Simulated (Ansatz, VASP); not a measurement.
# Cross-check of TiC between VASP and Ansatz, part 3 of 3

One calculation is typed for both programs; each brings its own data sets. How far apart do they land? The cell is taken from a series of runs on this material, whose earlier steps may have relaxed, scaled, displaced or heated it; both programs get it as it stands.

VASP 6.6.1 and Ansatz 0.2.0.

So far: The structure; Ansatz: zone-centre phonons, PBEsol, pair 1; VASP: zone-centre phonons, PBEsol, pair 1; Comparison.

## 5. VASP: zone-centre phonons, PBEsol, pair 2

Level of this step: PBEsol; plane waves and PAW (C, Ti_sv) (VASP).

Second derivatives magnify differences that forces hide, and they need a tight electronic threshold. The cell compared in this pair holds 19.41 Å³, against 19.28 Å³ for the pair before.

INCAR reads:

```
SYSTEM = TiC
PREC = Accurate
ENCUT = 600
EDIFF = 1E-08
NELM = 120
ISMEAR = 1
SIGMA = 0.2
LREAL = .FALSE.
ALGO = Normal
GGA = PS
NBANDS = 14
LASPH = .TRUE.
LORBIT = 11
LWAVE = .FALSE.
LCHARG = .FALSE.
ISIF = 2
IBRION = 8
GGA_COMPAT = .FALSE.
KPAR = 2
```

POSCAR reads:

```
TiC
1.0
    0.0000000000      2.1587301387      2.0820500187
    2.1587301387      0.0000000000      2.0820500187
    2.1587301387      2.1587301387      0.0000000000
C Ti
1 1
Direct
    0.5000000000      0.5000000000      0.5000000000
    0.0000000000      0.0000000000      0.0000000000
```

KPOINTS reads:

```
Automatic mesh
0
Gamma
16 16 16
0 0 0
```

PAW data sets: C and Ti_sv (PBE family, release 64).

Run with:

```
> mpirun -np 2 vasp_std
```

Numbers of over 12 decimals in the logs are rounded to 6 here.

Output:

```text
[banner, memory and clock lines left out]
running    2 mpi-ranks, on    1 nodes
[...]
[... a notice as in an earlier step ...]

 LDA part: xc-table for (Slater+PW92), standard interpolation
 POSCAR, INCAR and KPOINTS ok, starting setup
[...]
entering main loop
       N       E                     dE             d eps       ncg     rms          rms(c)
DAV:   1     0.126078641441E+03    0.12608E+03   -0.89244E+03  9772   0.153E+03
DAV:   2    -0.164785731360E+02   -0.14256E+03   -0.13409E+03 10252   0.372E+02
DAV:   3    -0.247247575508E+02   -0.82462E+01   -0.80588E+01 12946   0.863E+01
DAV:   4    -0.250645238271E+02   -0.33977E+00   -0.33948E+00 12196   0.159E+01
[...]
DAV:  14    -0.197694534321E+02    0.54252E-06   -0.51979E-07 13296   0.110E-02    0.338E-03
DAV:  15    -0.197694533477E+02    0.84442E-07   -0.12104E-07 13076   0.322E-03    0.270E-04
DAV:  16    -0.197694533472E+02    0.53797E-09   -0.65190E-09  7276   0.844E-04
   1 F= -.19769453E+02 E0= -.19769527E+02  d E =0.221378E-03
[...]
RMM:  20    -0.679350924202E+00   -0.80531E-07   -0.20037E-06 40867   0.857E-04    0.240E-05
RMM:  21    -0.679351044821E+00   -0.12062E-06   -0.15927E-06 36638   0.746E-04    0.211E-05
RMM:  22    -0.679351118375E+00   -0.73554E-07   -0.13656E-06 39148   0.650E-04    0.203E-05
 first order change of Fermi-energy   0.44225E-03
 force on displaced ion       2 direction 1 :  -9.987   0.000   0.000
 Linear response progress:
  Degree of freedom:   4/  4
       N       E                     dE             d eps       ncg     rms          rms(c)
RMM:   1    -0.655704412643E+00   -0.65570E+00    0.93808E+00  9910   0.140E+02
RMM:   2    -0.627633357241E+00    0.28071E-01   -0.24874E-01 16589   0.502E+00    0.241E-01
RMM:   3    -0.626009783728E+00    0.16236E-02   -0.19144E-02 19531   0.118E+00    0.119E-01
RMM:   4    -0.625116056719E+00    0.89373E-03   -0.81173E-03 21204   0.534E-01    0.227E-02
[...]
RMM:  18    -0.626341264837E+00   -0.17578E-06   -0.21364E-06 22608   0.933E-04    0.113E-04
RMM:  19    -0.626341067545E+00    0.19729E-06   -0.18474E-06 21492   0.813E-04    0.125E-04
RMM:  20    -0.626341346323E+00   -0.27878E-06   -0.15423E-06 19846   0.712E-04    0.119E-04
 first order change of Fermi-energy  -0.24191E-03
 force on displaced ion       2 direction 3 :   0.000   0.000 -13.976
 Linear response finished
```

Parts of OUTCAR (step 5):

```text
  Total        0.0226809      0.0226809      2.1999402      0.0000000     -0.0000000     -0.0000000
  in kB        1.8726335      1.8726335    181.6366953      0.0000000     -0.0000000     -0.0000000
  external PRESSURE =      61.7939874 kB  Pullay stress =       0.0000000 kB

 POSITION                                       TOTAL-FORCE (eV/Angst)
 -----------------------------------------------------------------------------------
      2.15873      2.15873      2.08205         0.000000     -0.000000      0.000000
      0.00000      0.00000      0.00000        -0.000000      0.000000     -0.000000
 -----------------------------------------------------------------------------------
    total drift:                                0.000000     -0.000000     -0.000000

[... 1 part as in an earlier step ...]

[... 1 further part left out ...]
```

## 6. Ansatz: zone-centre phonons, PBEsol, pair 2

The same cell, functional, mesh and smearing now go to Ansatz, which takes its cutoff from its data sets.

The cell is taken from a series of runs on this material, whose earlier steps may have relaxed, scaled, displaced or heated it; both programs get it as it stands.

input.yaml reads:

```yaml
crystal:
  lattice:
    - [0.0, 2.1587301387, 2.0820500187]
    - [2.1587301387, 0.0, 2.0820500187]
    - [2.1587301387, 2.1587301387, 0.0]
  atoms:
    - { symbol: C, position: [0.5, 0.5, 0.5] }
    - { symbol: Ti, position: [0.0, 0.0, 0.0] }
kpoints:
  mp_grid: { grid: [16, 16, 16] }
hamiltonian:
  xc: pbesol
  pseudopotentials: { kind: paw, azcp: { folder: soft_1 }, xc_functional: pbe }
scf:
  occupations: { method: methfessel_paxton, width: 0.2 }
output:
  eigenvalues: true
phonons:
  method: dfpt
```

Run with:

```
> ansatz run input.yaml --threads 4 --pin off --max-ram 10240MiB --backend cpu --events-out ev --progress --plain --runs-dir out
```

Output:

```text
[...]
Crystal: 2 atoms, lattice volume = 19.405 Å³
Basis set: ecut = 420 eV, 371 PW (Γ), exchange–correlation on 48×48×48 points (8 copies of the dense FFT grid, shifted against one another)
Bands: 12, of which v1, the nominal top of the filled ones, is band 8 counted from 1 (7 counted from 0)
Symmetry: 16 space group operations
k-points: 621 of 4096 (irreducible under 8 space group operations)
[...]
k-point 1: bands = [... 4 lower, 2.8279, 15.5168, 15.6897, 15.9109, 16.3327, 16.4484, 17.3366, 18.0553]
  k-point 2: bands = [... 4 lower, 3.1058, 14.6227, 14.9162, 15.0893, 16.4134, 16.5135, 17.6899, 19.1604]
  k-point 620: bands = [... 4 lower, 5.0933, 12.1298, 13.4536, 15.1393, 15.1393, 18.2584, 19.0943, 19.0943]
[...]
ASR residual: 4.576e-5 → 0.000e0 eV/Å²; symmetrization residual: 3.748e-8 eV/Å²
  ASR residual per site (eV/Å²): 1.60e-5 4.58e-5
  Γ frequencies (cm⁻¹): 0.00 0.00 0.00 530.77 530.77 627.07
[...]
[key lines of the parts left out:]
SCF converged after 9 iterations
Free energy (F): -2722.393155 eV
Fermi energy:    15.313608 eV
```

## 7. Differences

Compared:

```csv
quantity,Ansatz,VASP,difference
optical mode 1 to 2 (cm⁻¹),530.8,531.3,-0.11 %
optical mode 3 (cm⁻¹),627.1,628.3,-0.20 %
```

Modes are paired by rising frequency, not by their patterns, so a pair may set unlike modes beside each other; they are those without the splitting of longitudinal modes.

## 8. Summary of results

| Item | Value |
| --- | --- |
| r.m.s. difference of the optical zone-centre modes, each program's sorted by frequency (zone-centre phonons, PBEsol, pair 1) | 1.5 cm⁻¹ |
| r.m.s. difference of the optical zone-centre modes, each program's sorted by frequency (zone-centre phonons, PBEsol, pair 2) | 0.86 cm⁻¹ |

In words: The r.m.s. difference of the optical zone-centre modes, each program's sorted by frequency is 1.5 cm⁻¹ (zone-centre phonons, PBEsol, pair 1). Such differences can come from data sets, numerical settings and the points named under the comparisons, not from the functional's error against experiment.

[Lines on the potential files, build, host, timing and source positions are cut from VASP's logs without a mark.]

[Logs are printed without paths, hosts, clocks, repeated set-up lines and the standing remarks that a program may print on its own settings, such as how far it seeks lower states.]

[Hosts, paths, dates, database ids (printed as entryN), source tags and the programs' standing remarks are cut or masked in the printed files.]
